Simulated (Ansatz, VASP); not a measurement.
# CoH3 in two plane-wave programs, part 3 of 3

Aim: how closely do two programs agree when they are given the same cell, functional and k mesh? The cell is taken from a series of runs on this material, whose earlier steps may have relaxed, scaled, displaced or heated it; both programs get it as it stands.

VASP 6.6.1 and Ansatz 0.2.0.

So far: The starting structure; Ansatz: zone-centre phonons, PBE; VASP: zone-centre phonons, PBE.

## 3. VASP: zone-centre phonons, PBE (continued)

Level of this step: PBE, no spin polarisation; plane waves and PAW (Co, H) (VASP).

Numbers of over 12 decimals in the logs are rounded to 6 here.

From OUTCAR (step 3):

```text
ion  position               nearest neighbor table
   1  0.000  0.976  0.976-   2 1.66   3 1.72   4 1.72   3 1.72   4 1.72   2 1.86   2 1.86
   2  0.000  0.540  0.540-   1 1.66   1 1.86   1 1.86
   3  0.500  0.020  0.558-   1 1.72   1 1.72
   4  0.500  0.558  0.020-   1 1.72   1 1.72

  LATTYP: Found a base centered orthorhombic cell.
 ALAT       =     3.6875080364
 B/A-ratio  =     1.0305360467
 C/A-ratio  =     0.7107024573

 Subroutine GETGRP returns: Found  4 space group operations
 (whereof  4 operations were pure point group operations)

The static configuration has the point symmetry C_2v.

 Found    657 irreducible k-points:

   k-points           NKPTS =    657   k-points in BZ     NKDIM =    657   number of bands    NBANDS=     12

   dimension x,y,z NGX =    24 NGY =   24 NGZ =   24
   dimension x,y,z NGXF=    48 NGYF=   48 NGZF=   48

   ENCUT  =  600.0 eV  44.10 Ry    6.64 a.u.   5.23  5.29  5.29*2*pi/ulx,y,z

   NELECT =      12.0000    total number of electrons

 k-points in reciprocal lattice and weights: Automatic mesh
   0.00000000  0.00000000  0.00000000       0.000
   0.06250000  0.00000000  0.00000000       0.000
   0.12500000  0.00000000  0.00000000       0.000
   0.18750000  0.00000000  0.00000000       0.000
   0.25000000  0.00000000  0.00000000       0.000
   0.31250000  0.00000000  0.00000000       0.000
   0.37500000  0.00000000  0.00000000       0.000
   0.43750000  0.00000000  0.00000000       0.000
   0.50000000  0.00000000  0.00000000       0.000
[...]
0.43750000  0.50000000  0.50000000       0.000
   0.50000000  0.50000000  0.50000000       0.000

 average (electrostatic) potential at core
       1 -81.0620       2 -30.2174       3 -30.2589       4 -30.2589

  Total       -0.0097945     -0.0193488     -0.0158665      0.0000000      0.0000000      0.0000000
  in kB       -0.8546213     -1.6882817     -1.3844290      0.0000000      0.0000000      0.0000000
  external PRESSURE =      -1.3091107 kB  Pullay stress =       0.0000000 kB

  energy-cutoff  :      600.00
  volume of cell :       18.36
      direct lattice vectors                 reciprocal lattice vectors
     2.620721023  0.000000000  0.000000000     0.381574380  0.000000000  0.000000000
     0.000000000  1.843754018  1.900054977     0.000000000  0.271185850  0.263150280
     0.000000000 -1.843754018  1.900054977     0.000000000 -0.271185850  0.263150280

 POSITION                                       TOTAL-FORCE (eV/Angst)
 -----------------------------------------------------------------------------------
      0.00000      0.00000      3.70722         0.000000      0.000000      0.014073
      0.00000      0.00000      2.05042         0.000000      0.000000     -0.007518
      1.31036     -0.99297      1.09880         0.000000      0.002075     -0.003278
      1.31036      0.99297      1.09880         0.000000     -0.002075     -0.003278
 -----------------------------------------------------------------------------------
    total drift:                                0.000000     -0.000000     -0.000009

 Eigenvectors and eigenvalues of the dynamical matrix
 ----------------------------------------------------

   1 f  =   33.340108 THz   209.482078 2PiTHz 1112.106302 cm-1   137.883546 meV
             X         Y         Z           dx          dy          dz
      0.000000  0.000000  3.707217    -0.000000   -0.000000   -0.000019
      0.000000  0.000000  2.050417     0.000000    0.000000   -0.440865
      1.310361 -0.992968  1.098803    -0.000000    0.595192    0.220377
      1.310361  0.992968  1.098803     0.000000   -0.595192    0.220377

   2 f  =   30.997459 THz   194.762776 2PiTHz 1033.963921 cm-1   128.195130 meV
             X         Y         Z           dx          dy          dz
      0.000000  0.000000  3.707217     0.043997   -0.000000   -0.000000
      0.000000  0.000000  2.050417    -0.912586    0.000000   -0.000000
      1.310361 -0.992968  1.098803     0.287446    0.000000   -0.000000
      1.310361  0.992968  1.098803     0.287446    0.000000    0.000000

   3 f  =   30.193036 THz   189.708443 2PiTHz 1007.131289 cm-1   124.868309 meV
             X         Y         Z           dx          dy          dz
      0.000000  0.000000  3.707217    -0.000000    0.044312    0.000000
      0.000000  0.000000  2.050417     0.000000    0.282372   -0.000000
      1.310361 -0.992968  1.098803    -0.000000   -0.311306   -0.601864
      1.310361  0.992968  1.098803    -0.000000   -0.311306    0.601864

   4 f  =   24.800791 THz   155.827966 2PiTHz  827.265341 cm-1   102.567784 meV
             X         Y         Z           dx          dy          dz
      0.000000  0.000000  3.707217     0.000000   -0.000000   -0.111381
      0.000000  0.000000  2.050417    -0.000000    0.000000    0.877843
      1.310361 -0.992968  1.098803    -0.000000    0.329198   -0.011036
      1.310361  0.992968  1.098803     0.000000   -0.329198   -0.011036

   5 f  =   18.694498 THz   117.460993 2PiTHz  623.581318 cm-1    77.314195 meV
             X         Y         Z           dx          dy          dz
      0.000000  0.000000  3.707217     0.000000    0.159026   -0.000000
      0.000000  0.000000  2.050417    -0.000000    0.012603    0.000000
      1.310361 -0.992968  1.098803     0.000000   -0.616389    0.327629
      1.310361  0.992968  1.098803    -0.000000   -0.616389   -0.327629

   6 f  =   18.470575 THz   116.054047 2PiTHz  616.112072 cm-1    76.388127 meV
             X         Y         Z           dx          dy          dz
      0.000000  0.000000  3.707217     0.000000    0.000000    0.000000
      0.000000  0.000000  2.050417    -0.000000    0.000000   -0.000000
      1.310361 -0.992968  1.098803    -0.707107   -0.000000    0.000000
      1.310361  0.992968  1.098803     0.707107   -0.000000   -0.000000

   7 f  =   16.314301 THz   102.505779 2PiTHz  544.186517 cm-1    67.470499 meV
             X         Y         Z           dx          dy          dz
      0.000000  0.000000  3.707217     0.000000   -0.000000   -0.189660
      0.000000  0.000000  2.050417    -0.000000    0.000000    0.137522
      1.310361 -0.992968  1.098803    -0.000000   -0.193328    0.659684
      1.310361  0.992968  1.098803     0.000000    0.193328    0.659684

   8 f  =   11.862390 THz    74.533596 2PiTHz  395.686746 cm-1    49.058882 meV
             X         Y         Z           dx          dy          dz
      0.000000  0.000000  3.707217    -0.215952    0.000000   -0.000000
      0.000000  0.000000  2.050417     0.388596   -0.000000   -0.000000
      1.310361 -0.992968  1.098803     0.633387   -0.000000    0.000000
      1.310361  0.992968  1.098803     0.633387   -0.000000    0.000000

   9 f  =    5.508805 THz    34.612842 2PiTHz  183.753954 cm-1    22.782576 meV
             X         Y         Z           dx          dy          dz
      0.000000  0.000000  3.707217    -0.000000   -0.146782   -0.000000
      0.000000  0.000000  2.050417     0.000000    0.950619   -0.000000
      1.310361 -0.992968  1.098803     0.000000    0.083489    0.174411
      1.310361  0.992968  1.098803     0.000000    0.083489   -0.174411

  10 f/i=    0.003141 THz     0.019738 2PiTHz    0.104784 cm-1     0.012992 meV
             X         Y         Z           dx          dy          dz
      0.000000  0.000000  3.707217     0.000000    0.000000   -0.975512
      0.000000  0.000000  2.050417     0.000000    0.000000   -0.126958
      1.310361 -0.992968  1.098803     0.000000   -0.000011   -0.127001
      1.310361  0.992968  1.098803     0.000000    0.000011   -0.127001

  11 f/i=    0.003701 THz     0.023252 2PiTHz    0.123443 cm-1     0.015305 meV
             X         Y         Z           dx          dy          dz
      0.000000  0.000000  3.707217     0.975412    0.000000    0.000000
      0.000000  0.000000  2.050417     0.127197    0.000000    0.000000
      1.310361 -0.992968  1.098803     0.127264    0.000000    0.000000
      1.310361  0.992968  1.098803     0.127264    0.000000    0.000000

  12 f/i=    0.006630 THz     0.041658 2PiTHz    0.221155 cm-1     0.027420 meV
             X         Y         Z           dx          dy          dz
      0.000000  0.000000  3.707217    -0.000000    0.975296    0.000000
      0.000000  0.000000  2.050417    -0.000000    0.128183    0.000000
      1.310361 -0.992968  1.098803    -0.000000    0.127214    0.000173
      1.310361  0.992968  1.098803    -0.000000    0.127214   -0.000173

 ELASTIC MODULI CONTR FROM IONIC RELAXATION (kBar)
 Direction    XX          YY          ZZ          XY          YZ          ZX
 --------------------------------------------------------------------------------
 XX       -1113.1716   -580.3090   -417.4243     -0.0000      0.0000     -0.0000
 YY        -580.3090   -439.0272   -657.5772      0.0000      0.0000     -0.0000
 ZZ        -417.4243   -657.5772  -1767.7693      0.0000     -0.0000      0.0000
 XY          -0.0000      0.0000      0.0000   -406.5493     -0.0000     -0.0000
 YZ           0.0000      0.0000     -0.0000     -0.0000   -724.2048     -0.0000
 ZX          -0.0000     -0.0000      0.0000     -0.0000     -0.0000   -828.1381
 --------------------------------------------------------------------------------
```

This run has no spin polarisation, so a moment on Co, if there is one, isn't seen. Energies printed during the response cycles are not total energies of the cell.

## 4. Differences

Known differences besides the potentials themselves: the data sets hold 20 valence electrons in Ansatz (on norm-conserving files, of PseudoDojo where its log says so) and 12 in VASP; the cutoff is 1306.15 eV in Ansatz and 600 eV in VASP. Total energies have different zeros and are not compared.

Both answers:

```
             quantity  Ansatz    VASP  difference
optical mode 1 (cm⁻¹)   169.3   183.8     -7.84 %
optical mode 2 (cm⁻¹)   377.5   395.7     -4.59 %
optical mode 3 (cm⁻¹)   544.2   544.2     +0.00 %
optical mode 4 (cm⁻¹)   598.3   616.1     -2.89 %
optical mode 5 (cm⁻¹)   613.6   623.6     -1.60 %
optical mode 6 (cm⁻¹)   813.8   827.3     -1.63 %
optical mode 7 (cm⁻¹)  1004.0  1007.1     -0.31 %
optical mode 8 (cm⁻¹)  1029.4  1034.0     -0.44 %
optical mode 9 (cm⁻¹)  1106.1  1112.1     -0.54 %
```

Modes are paired by rising frequency, not by their patterns, so a pair may set unlike modes beside each other; they are those without the splitting of longitudinal modes.

## 5. Other set-ups

Further runs change the set-up of one program: Ansatz's method, potentials or start, or VASP's data sets, cutoff or form of LDA. The table gives Ansatz less VASP for each quantity, since a change that brings one quantity closer may part another.

```
                                run  optical mode 1 (%)  optical mode 2 (%)  optical mode 3 (%)  optical mode 4 (%)  optical mode 5 (%)  optical mode 6 (%)
                           as above                -7.8                -4.6              0.0025                -2.9                -1.6                -1.6
VASP with the data sets Co_sv and H                -7.3                 1.6                 1.7                -1.1               -0.18               -0.38
```

## 6. Summary of results

```yaml
r_m_s_difference_of_the_optical_zone_centre_modes_each_program_s_sorted_by_frequency_zone_centre_phonons_pbe: 12 cm⁻¹
difference_in_optical_mode_1_zone_centre_phonons_pbe: -7.8 %
```

The r.m.s. difference of the optical zone-centre modes, each program's sorted by frequency is 12 cm⁻¹ (zone-centre phonons, PBE). The data sets hold unlike numbers of valence electrons (20 in Ansatz and 12 in VASP), so part of the differences comes from the potentials. Among the rows given in per cent, the largest difference of the zone-centre phonons, PBE pair is in optical mode 1, -7.8 %. Zone-centre phonons, PBE, VASP with the data sets Co_sv and H: the difference in optical mode 2 goes from -4.6 to 1.6 %; the difference in optical mode 3 goes from 0.0025 to 1.7 %; the difference in optical mode 4 goes from -2.9 to -1.1 %; the difference in optical mode 5 goes from -1.6 to -0.18 %; the difference in optical mode 6 goes from -1.6 to -0.38 %. How closely two codes agree says nothing of how well the functional describes the real material.

[Lines on the potential files, build, host, timing and source positions are cut from VASP's logs without a mark.]

[Logs are printed without paths, hosts, clocks, repeated set-up lines and the standing remarks that a program may print on its own settings, such as how far it seeks lower states.]

[Hosts, paths, dates, database ids (printed as entryN), source tags and the programs' standing remarks are cut or masked in the printed files.]
